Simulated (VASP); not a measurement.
Here is a VASP 6.6.1 calculation.

INCAR

```
SYSTEM = CeC
PREC = Accurate ; ENCUT = 520
EDIFF = 1E-7 ; ISMEAR = -1
SIGMA = 0.05 ; LREAL = .FALSE.
LASPH = .TRUE. ; NELM = 100
ALGO = Normal ; ISIF = 2
LWAVE = .FALSE. ; LCHARG = .FALSE.
ISPIN = 2 ; MAGMOM = 1 0
LORBIT = 11 ; LMAXMIX = 6
GGA = PE ; NBANDS = 19
```

The input KPOINTS:

```
Automatic mesh
0
G
  9 9 9
  0 0 0
```

The input POSCAR:

```
CeC
1.0
    0.0000000000      2.5960690000      2.5960690000
    2.5960690000      0.0000000000      2.5960690000
    2.5960690000      2.5960690000      0.0000000000
Ce C
1 1
Direct
    0.0085300000     -0.0027280000      0.0019120000
    0.4999230000      0.5021150000      0.5027840000
```

Potentials or basis: VASP PAW PBE potentials, release 64 (Ce, C).

Command:

```sh
$ cat potpaw_PBE.64/Ce/POTCAR potpaw_PBE.64/C/POTCAR > POTCAR
$ mpirun -np 1 vasp_std > vasp.out
```

Task: Predict the pressure.

Result: -0.1 GPa.

Task: Estimate the largest force.

Result: 0.003 eV/Å.

Task: What does it give for the net moment?

Result: 0.00 μB per cell.

Task: What does it give for the band gap on the k mesh?

Result: None (metal or under the smearing width).

Forces in eV/Å, atoms in the order of the input:
```
Ce  -0.002  0.002  0.001
C    0.002 -0.002 -0.001
```

Caveat: the magnetic or orbital state may not be the lowest; spin-orbit coupling is left out, which moves the levels of the heavy elements; without U or exact exchange the open f shell lies at the Fermi level, which spoils levels, moments and volumes. The state reached can hang on the start; a lower one may exist.
